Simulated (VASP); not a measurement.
Runs of VASP 6.6.1 on PmTe. It takes space group P-6m2 (No. 187, hexagonal). Conventional cell: a = 4.181 Å, b = 4.181 Å, c = 4.081 Å, α = 90.00°, β = 90.00°, γ = 120.00°. Around Pm (site symmetry -6m2) lie 6 Te at 3.16 Å. Around Te (site symmetry -6m2) lie 6 Pm at 3.16 Å. The cell comes from a database or a generator and needn't be the stable form of this composition.

```csv
spin,U,fixed moment (μB),gap on the mesh (eV),pressure (GPa),moment (μB)
"collinear, ferromagnetic start",Pm f U = 3 eV,1,-,4.5,1.00
"collinear, ferromagnetic start",Pm f U = 5 eV,-,none,(a),4.93
"collinear, ferromagnetic start",Pm f U = 5 eV,2,-,4.5,2.00
"collinear, zero start",Pm f U = 3 eV,-,none,5.3,1.74
```

Alike in all rows: task single point; level PBE+U; potentials or basis VASP PAW PBE potentials, release 64 (Pm, Te); cell as given; k mesh 5 × 5 × 5; cutoff (eV) 520; smearing gaussian 0.05 eV.

Question: Fill in the values left out.

Answer: (a) 3.4.

Caveats: the magnetic or orbital state may not be the lowest; spin-orbit coupling is left out, which moves the levels of the heavy elements; the U is typed as a test and isn't derived for this compound; the moment is held away from its start (some runs); the total moment is fixed, so each spin has its own Fermi level (some runs).

A k mesh can miss the band edges, and the runs leave out spin-orbit coupling on Pm, Te.

A gap of «none» marks a metal or a gap under the smearing width.
